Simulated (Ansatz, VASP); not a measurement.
## Co (Cobalt) in two plane-wave programs

One calculation is typed for both programs; each brings its own data sets. How far apart do they land? The structure shown comes from an earlier Ansatz run, which isn't shown and may have moved the atoms alone.

Main program and level: Ansatz 0.2.0; plane waves, with VASP 6.6.1 beside it; elastic constants at LDA.

## (1) The starting structure

Symmetry: P6_3/mmc, No. 194, hexagonal system. Conventional cell: a = 2.425 Å, b = 2.425 Å, c = 3.954 Å, α = 90.00°, β = 90.00°, γ = 120.00°. Co has 12 Co at 2.42 Å nearest.

## (2) Ansatz: elastic constants, LDA, pair 1

Ansatz runs on its default PAW (the set named soft_2) files.

Elastic constants are differences of stresses under small strains, so they test the stress and the mesh.

Input file input.yaml:

```yaml
crystal:
  lattice:
    - [2.4247421909, 0.0, 0.0]
    - [-1.2123710954, 2.0998883349, 0.0]
    - [0.0, 0.0, 3.953794592]
  atoms:
    - { symbol: Co, position: [0.3333333333, 0.6666666667, 0.25], spin: 1.82 }
    - { symbol: Co, position: [0.6666666667, 0.3333333333, 0.75], spin: 1.82 }
kpoints:
  mp_grid: { grid: [4, 4, 4] }
hamiltonian:
  xc: lda
scf:
  occupations: { method: methfessel_paxton, width: 0.25 }
output:
  forces: true
  stress: true
  eigenvalues: true
  populations: true
magnetization:
  spin_polarized: true
elastic:
  mode: relaxed_ion
  stencil: two_point
  amplitude: 0.01
```

Run with:

```bash
$ ansatz run input.yaml --threads 4 --pin off --max-ram 16384MiB --backend cpu --events-out ev --progress --plain --runs-dir out
```

Numbers of over 12 decimals in the logs are rounded to 6 here.

The log of the run:

```text
Engine: ansatz 0.2.0, aarch64-unknown-linux-gnu
Pseudopotentials: kind: paw
Pseudopotential: Co, paw, valence charge 17, recommended cutoff 420 eV (normal), Co.paw.azcp
Functional definition: SPW92
  exchange = slater_x
  correlation = pw_c
Crystal: 2 atoms, lattice volume = 20.131 Å³
Basis set: ecut = 420 eV, 391 PW (Γ)
Bands: 23, of which v1, the nominal top of the filled ones, is band 17 counted from 1 (16 counted from 0)
Symmetry: 24 space group operations
Space group: P63/mmc (ITA 194), of the structure as read, at distance tolerance 2.7e-5 Å
Magnetic group: BNS 194.263 (UNI 1493), of the structure as read, at distance tolerance 2.7e-5 Å
k-points: 12 of 64
Non-local potential: Co, projectors of the file, l = 0: 3, l = 1: 2, l = 2: 3, l = 3: 1
PAW form: soft (Blöchl's): semilocal exchange-correlation on the pseudo side does not see the compensation charge
PAW frozen core: Co, regenerated for the run's functional, and the local potential with it (the file was generated under x = pbe(κ = 0.804, μ = 0.219515), c = pbe(β = 0.066725))
PAW one-centre angular grid: Co, 590 points (default); XC on 64 Gauss nodes
Initial density: superposition of atomic densities (chi_scale 0.1, normalization cell)
Starting moments: Σ|m| = 3.64 μB on 2 of 2 sites
Initial wavefunctions: pseudopotential atomic-orbital guess
Functional: x = slater, c = lda
SCF 1 converged in 16 iterations: F = -10125.532849 eV  dr2 = 2.88e-9
  greatest PAW one-centre occupation: 1.002 electrons in one spin orbital (limit 2), on the Co atom at site 1 (counted from 0), in its partial waves of l = 1
Initial density: read from a saved state, or passed on in memory by an earlier SCF of this step, an earlier step, the calling program or the single point that the run made first
Stability of the state it starts from, as read at its close in the collinear treatment: not read, because cold or Methfessel-Paxton smearing, or corrected tetrahedra, fill the levels in a way that the test cannot read (fill_not_monotonic); its run was given moments
Starting moments: Σ|m| = 3.64 μB on 2 of 2 sites; this step starts from the density that it was given
iter 1 solved again at ethr=3.23e-9 eV; its pass at ethr=3.10e-3 eV (dr2=1.10e-6 eV) is discarded
SCF iter   1: F=—  HF=-10125.532849 eV  |F-HF|=—  |Δ(HF+E_count)|=         —  Δρ=1.17e-5 (↑1.17e-5 ↓7.36e-6)  dr2=3.69e-9  dr2_m=1.58e-8  M=3.245 μB ∫|m|=3.376 μB  β_m=0.30  ethr=3.23e-9  ⟨swp⟩=4.0  Hψ=4017  notcnv=0
preconditioner: auto → none  [insulator: Δε(μ)=0.175 eV  Ē_g=10.223 eV  σ=0.250 eV  W_gap=0.52  n_scr=2 (ndim 8)  ℏωp=35.1 eV  f_vac=0.000  D(μ)=1.46/eV (n_scr^D=22)  ε∞_Penn≈12.8]
SCF iter   2: F=—  HF=-10125.532849 eV  |F-HF|=—  |Δ(HF+E_count)|=  5.24e-10  S|Δr|=    0.00e0  Δρ=7.64e-6 (↑5.32e-6 ↓7.64e-6)  dr2=6.66e-10  dr2_m=7.65e-9  M=3.245 μB ∫|m|=3.376 μB  β_m=0.48  ethr=1.08e-11  ⟨swp⟩=2.3  Hψ=990  notcnv=0
SCF iter   3: F=—  HF=-10125.532849 eV  |F-HF|=—  |Δ(HF+E_count)|=   2.00e-9  S|Δr|=    0.00e0  Δρ=6.32e-6 (↑6.32e-6 ↓1.30e-6)  dr2=5.74e-9  dr2_m=1.29e-9  M=3.245 μB ∫|m|=3.376 μB  β_m=0.44  ethr=1.96e-12  ⟨swp⟩=2.0  Hψ=980  notcnv=0
SCF iter   4: F=—  HF=-10125.532849 eV  |F-HF|=—  |Δ(HF+E_count)|=   1.18e-9  S|Δr|=    0.00e0  Δρ=6.86e-7 (↑6.86e-7 ↓2.49e-7)  dr2=4.38e-11  dr2_m=2.91e-11  M=3.245 μB ∫|m|=3.376 μB  β_m=0.59  ethr=1.96e-12  ⟨swp⟩=2.0  Hψ=979  notcnv=0
SCF iter   5: F=—  HF=-10125.532849 eV  |F-HF|=—  |Δ(HF+E_count)|=  1.46e-11  S|Δr|=    0.00e0  Δρ=1.72e-7 (↑1.45e-7 ↓1.72e-7)  dr2=9.34e-12  dr2_m=7.80e-13  M=3.245 μB ∫|m|=3.376 μB  β_m=0.70  ethr=1.29e-13 (applied; sched 1.00e-12)  ⟨swp⟩=2.3  Hψ=896  notcnv=0
SCF iter   6: F=—  HF=-10125.532849 eV  |F-HF|=—  |Δ(HF+E_count)|=    0.00e0  S|Δr|=    0.00e0  Δρ=4.28e-8 (↑1.63e-8 ↓4.28e-8)  dr2=1.24e-13  dr2_m=1.38e-13  M=3.245 μB ∫|m|=3.376 μB  β_m=0.76  ethr=2.75e-14 (applied; sched 1.00e-12)  ⟨swp⟩=2.0  Hψ=732  notcnv=0
SCF iter   7: F=-10125.532849 eV  HF=-10125.532849 eV  |F-HF|=3.64e-12  |Δ(HF+E_count)|=  1.82e-12  S|Δr|=    0.00e0  Δρ=3.59e-9 (↑2.19e-9 ↓3.59e-9)  dr2=5.10e-16  dr2_m=1.11e-15  M=3.245 μB ∫|m|=3.376 μB  ethr=1.00e-12  ⟨swp⟩=3.6  Hψ=1576  notcnv=0
SCF 2 converged in 7 iterations: F = -10125.532849 eV  dr2 = 5.10e-16
Crystal: 2 atoms, lattice volume = 19.930 Å³
Basis set: ecut = 420 eV, 379 PW (Γ)
Symmetry: 8 space group operations
k-points: 21 of 64
Initial density: handed on by an earlier stage of this run
Initial wavefunctions: pseudopotential atomic-orbital guess (no wavefunctions were taken with the density)
iter 1 solved again at ethr=2.55e-3 eV; its pass at ethr=3.10e-3 eV (dr2=8.67e-1 eV) is discarded
SCF iter   1: F=—  HF=-10125.736541 eV  |F-HF|=—  |Δ(HF+E_count)|=         —  Δρ=5.53e-2 (↑5.53e-2 ↓4.91e-2)  dr2=8.68e-1  dr2_m=5.84e-3  M=3.212 μB ∫|m|=3.351 μB  β_m=0.30  ethr=2.55e-3  ⟨swp⟩=1.0  Hψ=4720  notcnv=0
[...]
SCF 21 converged in 8 iterations: F = -10125.532130 eV  dr2 = 1.38e-14
relax step   2: F+E_penalty+E_count = -10125.53213020 eV  Δ(F+E_penalty+E_count) = -3.740e-7 eV  max|allowed force component| = 2.981e-4 eV/Å  Δτ_max = 0.0002 Å  (8 SCF iters, accepted)
[...]
SCF 22 converged in 7 iterations: F = -10125.532130 eV  dr2 = 2.30e-14
relax step   3: F+E_penalty+E_count = -10125.53213020 eV  Δ(F+E_penalty+E_count) = -5.013e-9 eV  max|allowed force component| = 3.443e-6 eV/Å  Δτ_max = 0.0000 Å  (7 SCF iters, accepted)
iter 1 solved again at ethr=1.00e-12 eV; its pass at ethr=3.10e-3 eV (dr2=2.32e-13 eV) is discarded
SCF iter   1: F=—  HF=-10125.532130 eV  |F-HF|=—  |Δ(HF+E_count)|=         —  Δρ=8.66e-9 (↑8.54e-9 ↓8.66e-9)  dr2=2.29e-14  dr2_m=3.35e-15  M=3.244 μB ∫|m|=3.376 μB  β_m=0.30  ethr=1.00e-12  ⟨swp⟩=2.5  Hψ=4748  notcnv=0
SCF iter   2: F=-10125.532130 eV  HF=-10125.532130 eV  |F-HF|=0.00e0  |Δ(HF+E_count)|=  1.82e-12  S|Δr|=    0.00e0  Δρ=3.82e-9 (↑3.69e-9 ↓3.82e-9)  dr2=1.51e-15  dr2_m=1.87e-15  M=3.244 μB ∫|m|=3.376 μB  ethr=1.00e-12  ⟨swp⟩=4.2  Hψ=3767  notcnv=0
SCF 23 converged in 2 iterations: F = -10125.532130 eV  dr2 = 1.51e-15
SCF converged after 7 iterations
Stability not checked: this state was not tested for a lower state beside it, because cold or Methfessel-Paxton smearing, or corrected tetrahedra, fill the levels in a way that the test cannot read (fill_not_monotonic; see scf.lower_state_search)
Magnetization: 3.2446 μB (18.6223 up, 15.3777 down)
Absolute magnetization: 3.3765 μB (∫|ρ↑−ρ↓|, with the PAW one-centre terms)
Spin contamination: 0.0238 ħ² per cell (⟨S²⟩ above its minimum at these occupations)
Per-site moments (μB) at R_I (Å): [(1.651342, 0.999231), (1.651342, 0.999231)]
Free energy (F): -10125.532849 eV
Harris-Foulkes:  -10125.532849 eV  (|F-HF|=3.64e-12)
Internal energy: -10125.550206 eV  (E = F + TS)
E sigma→0 (E₀):  -10125.537188 eV
Entropy (-TS):   0.017357 eV (8.678 meV/atom)
Fermi energy:    20.087644 eV
--- Per-component energies (eV) ---
  E_band       = -436.395300
  E_kinetic    = 913.090739
  E_local      = -5462.056378  (includes V_loc(G=0)·N_el)
  E_nonlocal   = 919.945445
  E_hartree    = 2292.489926
  E_xc         = -316.853152
  E_vxc        = -411.368233  (∫ρ·V_xc dr)
  E_paw        = -2906.407810  (= ΣΔE_a)
  E_vpaw       = -980.986793  (= ΣTr[D̂ρ^β])
  E_aug_tail   = 0.000067  (compensation charges beyond the density's cutoff)
  E_ewald      = -5566.595545
  E_core_change = 0.836501  (= ΣΔE_core)
  E_smearing   = 0.017357  (= −TS)
  E_closure    = -0.000000  (closes the sum)
  Σ components = -10125.532849   (vs F -10125.532849, Δ=0.00e0)
--- Forces (eV/Å), atoms counted from 1 ---
  atom   1  Co     0.00000000     0.00000000     0.00000000
  atom   2  Co    -0.00000000    -0.00000000    -0.00000000
  max |Σ_I F_I| component: 4.63e-18 eV/Å
--- Stress (GPa, compression-positive) ---
       -0.007378      -0.000000      -0.000000
        0.000000      -0.007378      -0.000000
       -0.000000      -0.000000       0.000549
  P = ⅓ Tr σ = -0.0047 GPa (-0.047 kbar)
--- Band table (eV; the first three rows and the last of 24) ---
  k-point 0 ↑: bands = [... 13 lower, 17.7515, 17.7515, 18.1836, 18.1836, 19.4207, 19.4207, 19.6269, 26.8871, ... 2 higher]
  k-point 1 ↑: bands = [... 13 lower, 17.5848, 17.5848, 17.9594, 18.5341, 18.5341, 19.3656, 19.3656, 29.8938, ... 2 higher]
  k-point 2 ↑: bands = [... 13 lower, 17.3297, 17.3297, 17.3297, 19.0669, 19.0669, 19.0669, 19.0669, 35.4977, ... 2 higher]
  k-point 11 ↓: bands = [... 13 lower, 18.2292, 19.7069, 19.7069, 21.3929, 21.3929, 23.8234, 23.8234, 31.7791, ... 2 higher]
--- Elastic constants: 3 strain directions × 2 members + reference (group order 24) ---
  dense FFT box of the reference and of every strained cell: 18×18×27
  strains applied: 11, 33, 23; error gains: componentwise 1.00 (the most a stress slope's error grows in a printed constant), spectral 1.41 (1 for all six strains in a standard setting)
  C = ∂σ_k/∂η_j (tension-positive GPa; Voigt order 11 22 33 23 13 12):
       438.680    253.961    167.186      0.000      0.000      0.000
       253.961    438.680    167.186     -0.000     -0.000     -0.000
       165.363    165.363    513.362      0.000      0.000     -0.000
         0.000     -0.000     -0.000    128.225      0.000     -0.000
         0.000     -0.000     -0.000     -0.000    128.225     -0.000
         0.000     -0.000     -0.000     -0.000     -0.000     92.359
  reference stress σ⁰ (GPa):      0.007      0.007     -0.001      0.000      0.000     -0.000
  C* (energy form; C + prestress term) asymmetry max|C*_kj − C*_jk| = 1.831e0 GPa — a small one proves nothing (zero by symmetry where the batch's group is 432, −43m or m−3m); a large one is finite-difference/SCF noise where every solve meets its electron count
  moduli (Voigt/Reuss/Hill, GPa): K = 284.86/284.82/284.84   G = 123.38/116.43/119.90   E = 315.45   ν = 0.315
  mechanically stable: yes (min eigenvalue of sym C = 92.36 GPa)
  strain η (Voigt 11):  stress-route row diagonal C_11 = 438.68 GPa, energy-path curvature d²(F+E_count+ΔE)/dδ²/Ω₀ = 438.23 GPa
         δ    σ_11 (GPa)             F (eV)   n_scf  n_hpsi   n_pw
    -1.000e-2      -4.5646      -10125.5300567       2    7825    396   relax 5 steps, max|allowed force component| 1.61e-8 eV/Å
     1.000e-2       4.2090      -10125.5302409       2    7946    420   relax 3 steps, max|allowed force component| 7.18e-7 eV/Å
  strain η (Voigt 33):  stress-route row diagonal C_33 = 513.36 GPa, energy-path curvature d²(F+E_count+ΔE)/dδ²/Ω₀ = 516.17 GPa
         δ    σ_33 (GPa)             F (eV)   n_scf  n_hpsi   n_pw
    -1.000e-2      -5.0835      -10125.5297422       9   10441    396   relax 0 steps, max|allowed force component| 2.08e-17 eV/Å
     1.000e-2       5.1838      -10125.5297369       9   10405    416   relax 0 steps, max|allowed force component| 3.47e-17 eV/Å
  strain η (Voigt 23):  stress-route row diagonal C_44 = 128.23 GPa, energy-path curvature d²(F+E_count+ΔE)/dδ²/Ω₀ = 129.46 GPa
         δ    σ_23 (GPa)             F (eV)   n_scf  n_hpsi   n_pw
    -1.000e-2      -1.2823      -10125.5321302       2    9042    406   relax 4 steps, max|allowed force component| 1.99e-5 eV/Å
     1.000e-2       1.2823      -10125.5321302       2    9187    406   relax 3 steps, max|allowed force component| 3.44e-6 eV/Å
--- Löwdin populations: 2 sites ---
  site symbol       q [e]    m [muB]
     0     Co     16.8058     1.6465
     1     Co     16.8058     1.6465
  spilling = 0.011421 (of n_electrons = 34.000000)
```

(Part 1 of 3 ends here.)

[Lines on the potential files, build, host, timing and source positions are cut from VASP's logs without a mark.]

[Logs are printed without paths, hosts, clocks, repeated set-up lines and the standing remarks that a program may print on its own settings, such as how far it seeks lower states.]

[Hosts, paths, dates, database ids (printed as entryN), source tags and the programs' standing remarks are cut or masked in the printed files.]
